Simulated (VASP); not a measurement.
A convergence study with VASP on Cu$_{2}$O (cuprite): one setting is varied, all else stays as given below, so the limit is that of these other settings.

```
Cu2O
1.0
    4.27000     0.00000     0.00000
    0.00000     4.27000     0.00000
    0.00000     0.00000     4.27000
Cu O
4 2
Direct
  0.75000   0.25000   0.75000
  0.25000   0.75000   0.75000
  0.75000   0.75000   0.25000
  0.25000   0.25000   0.25000
  0.00000   0.00000   0.00000
  0.50000   0.50000   0.50000
```

All values below come from LDA (Ceperley-Alder, Perdew-Zunger), VASP's LDA PAW potentials (set 64) (plane waves; VASP). The tightest run used: 700 eV cut-off, 10×10×10 Monkhorst-Pack mesh, Gaussian smearing of 0.050 eV, potentials Cu O.

**Question.** The settings run are 1×1×1 mesh; 2×2×2 mesh; 3×3×3 mesh; 4×4×4 mesh; 5×5×5 mesh; 6×6×6 mesh; 7×7×7 mesh; 8×8×8 mesh; 9×9×9 mesh; 10×10×10 mesh. From which on does the stress (every component) stay within 0.5 GPa of the tightest run?

**Answer.** From 3×3×3 mesh on: it is off by 0.36 there and by no more than 0.5 in any finer run, while 2×2×2 mesh is off by 0.99.
```json
[
 {"setting": "1×1×1 mesh", "E (eV/atom)": "-4.6603", "pressure (GPa)": "9.55", "irreducible k-points": "1", "difference judged (GPa)": "17.89"},
 {"setting": "2×2×2 mesh", "E (eV/atom)": "-5.4584", "pressure (GPa)": "-9.33", "irreducible k-points": "1", "difference judged (GPa)": "0.99"},
 {"setting": "3×3×3 mesh", "E (eV/atom)": "-5.4075", "pressure (GPa)": "-7.98", "irreducible k-points": "4", "difference judged (GPa)": "0.36"},
 {"setting": "4×4×4 mesh", "E (eV/atom)": "-5.4149", "pressure (GPa)": "-8.40", "irreducible k-points": "4", "difference judged (GPa)": "0.06"},
 {"setting": "5×5×5 mesh", "E (eV/atom)": "-5.4127", "pressure (GPa)": "-8.29", "irreducible k-points": "10", "difference judged (GPa)": "0.04"},
 {"setting": "6×6×6 mesh", "E (eV/atom)": "-5.4134", "pressure (GPa)": "-8.31", "irreducible k-points": "10", "difference judged (GPa)": "0.02"},
 {"setting": "7×7×7 mesh", "E (eV/atom)": "-5.4132", "pressure (GPa)": "-8.33", "irreducible k-points": "20", "difference judged (GPa)": "0.00"},
 {"setting": "8×8×8 mesh", "E (eV/atom)": "-5.4133", "pressure (GPa)": "-8.30", "irreducible k-points": "20", "difference judged (GPa)": "0.04"},
 {"setting": "9×9×9 mesh", "E (eV/atom)": "-5.4133", "pressure (GPa)": "-8.33", "irreducible k-points": "35", "difference judged (GPa)": "0.01"},
 {"setting": "10×10×10 mesh", "E (eV/atom)": "-5.4133", "pressure (GPa)": "-8.34", "irreducible k-points": "35", "difference judged (GPa)": "0.00"}
]
```

Left out are rungs that failed or repeat a setting and relaxations that didn't move; long series are thinned to 24 rows.

The compound is Cu2O in the cuprite structure. The cell was not relaxed at this level.
